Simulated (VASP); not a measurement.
Output of a VASP run:

File OSZICAR:
```
       N       E                     dE             d eps       ncg     rms          rms(c)
DAV:   1     0.291446272183E+03    0.29145E+03   -0.14586E+04  6112   0.121E+03
DAV:   2    -0.842031471970E+01   -0.29987E+03   -0.29723E+03  6176   0.394E+02
DAV:   3    -0.463749768537E+02   -0.37955E+02   -0.37510E+02 10768   0.116E+02
DAV:   4    -0.487080179832E+02   -0.23330E+01   -0.23270E+01  7936   0.269E+01
DAV:   5    -0.488487729065E+02   -0.14075E+00   -0.14072E+00  9600   0.602E+00    0.183E+01
DAV:   6    -0.459268228107E+02    0.29220E+01   -0.52993E+01  8640   0.499E+01    0.799E+00
DAV:   7    -0.450135059667E+02    0.91332E+00   -0.14681E+01  8336   0.257E+01    0.540E+00
DAV:   8    -0.448918730239E+02    0.12163E+00   -0.12166E+00  8352   0.768E+00    0.882E-01
DAV:   9    -0.448862684485E+02    0.56046E-02   -0.72038E-02  8280   0.207E+00    0.524E-01
DAV:  10    -0.448863766911E+02   -0.10824E-03   -0.86158E-03  8600   0.707E-01    0.159E-01
DAV:  11    -0.448862672027E+02    0.10949E-03   -0.15659E-03  8400   0.255E-01    0.215E-02
DAV:  12    -0.448862636262E+02    0.35765E-05   -0.13530E-04  8472   0.771E-02    0.110E-02
DAV:  13    -0.448862617016E+02    0.19246E-05   -0.17796E-05  8240   0.328E-02    0.232E-03
DAV:  14    -0.448862617072E+02   -0.56207E-08   -0.40049E-07  5656   0.476E-03
   1 F= -.44886262E+02 E0= -.44882704E+02  d E =-.711465E-02
```

File OUTCAR:
```
------------------------ aborting loop because EDIFF is reached ----------------------------------------
  FORCE on cell =-STRESS in cart. coord.  units (eV):
  Direction    XX          YY          ZZ          XY          YZ          ZX
  --------------------------------------------------------------------------------------
  Total       -4.1239361     -3.7073909     -4.0017209      0.0000000      0.0000000      0.0000000
  in kB      -76.5372445    -68.8064691    -74.2690188      0.0000000      0.0000000      0.0000000
  external PRESSURE =     -73.2042441 kB  Pullay stress =       0.0000000 kB
  volume of cell :       86.33
      direct lattice vectors                 reciprocal lattice vectors
     1.773754000 -6.792400000  0.000000000     0.281888018 -0.073611684  0.000000000
     1.773754000  6.792400000  0.000000000     0.281888018  0.073611684  0.000000000
     0.000000000  0.000000000  3.582639000     0.000000000  0.000000000  0.279123853
 POSITION                                       TOTAL-FORCE (eV/Angst)
 -----------------------------------------------------------------------------------
      1.77375     -5.39154      2.68698         0.000000      0.077187      0.000000
      1.77375      5.39154      0.89566         0.000000     -0.077187      0.000000
      1.77375     -0.79131      2.68698         0.000000     -0.055020     -0.000000
      1.77375      0.79131      0.89566         0.000000      0.055020     -0.000000
      1.77375      3.40041      2.68698         0.000000     -0.002747     -0.000000
      1.77375     -3.40041      0.89566         0.000000      0.002747     -0.000000
 -----------------------------------------------------------------------------------
    total drift:                               -0.000000     -0.000000     -0.000000
  FREE ENERGIE OF THE ION-ELECTRON SYSTEM (eV)
  ---------------------------------------------------
  free  energy   TOTEN  =       -44.8862617072 eV

  energy  without entropy=      -44.8791470594  energy(sigma->0) =      -44.88270438
```
(Selected blocks of OUTCAR.)

**POSCAR**
```
TiSi2
1
    1.7737540000    -6.7924000000     0.0000000000
    1.7737540000     6.7924000000     0.0000000000
    0.0000000000     0.0000000000     3.5826390000
Ti Si
2 4
Direct
  0.8968800000   0.1031200000   0.7500000000
  0.1031200000   0.8968800000   0.2500000000
  0.5582500000   0.4417500000   0.7500000000
  0.4417500000   0.5582500000   0.2500000000
  0.2496900000   0.7503100000   0.7500000000
  0.7503100000   0.2496900000   0.2500000000
```

Problem. Reconstruct the remaining input files.

Solution. One answer among several that fit: the input of the run itself, LDA (Ceperley-Alder, Perdew-Zunger), plane waves, VASP's LDA PAW potentials (set 64).

INCAR:
```
SYSTEM = TiSi2
PREC = Accurate
ENCUT = 300
EDIFF = 1E-6
NELM = 100
ALGO = Normal
LREAL = .FALSE.
LASPH = .TRUE.
ISMEAR = 0
SIGMA = 0.1
LMAXMIX = 4
LWAVE = .FALSE.
LCHARG = .FALSE.
ISIF = 2
```

KPOINTS:
```
Automatic
0
gamma
  9 9 8
```

POTCAR, in this order: Ti_sv Si (LDA.64 set). Program: vasp_std.

At this cut-off the stress carries a Pulay error, which pulls relaxed volumes low.

The structure comes from a computed database's TiSi2 entry; how it stands against other phases isn't given here. The cell was not relaxed at this level.
